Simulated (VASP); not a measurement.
Consider the following.

```
Lu
1.0
    1.73610    -3.00701     0.00000
    1.73610     3.00701     0.00000
    0.00000     0.00000     5.40497
Lu
2
Cartesian
  1.73610   1.00234   1.35124
  1.73610  -1.00234   4.05373
```

The numbers are results of rev-vdW-DF2, VASP's PBE PAW potentials (set 64) (plane waves; VASP), not measurements. Run with 520 eV cut-off, 14×14×8 Γ-centred mesh, tetrahedra with Blöchl corrections, potentials Lu_3.

Q: Estimate the energy per atom (σ→0), band gap (on the k-mesh) with the smallest direct gap where there is one.

A: 
```
Property                                                     Value
------------------------  ----------------------------------------
band gap (on the k-mesh)  none (metal, semimetal or under 0.01 eV)
energy per atom (σ→0)                               -2.216 eV/atom
```

The absolute energy has meaning only against runs of the same code, potentials and settings.

The compound is Lu in the hcp structure. It was relaxed first.
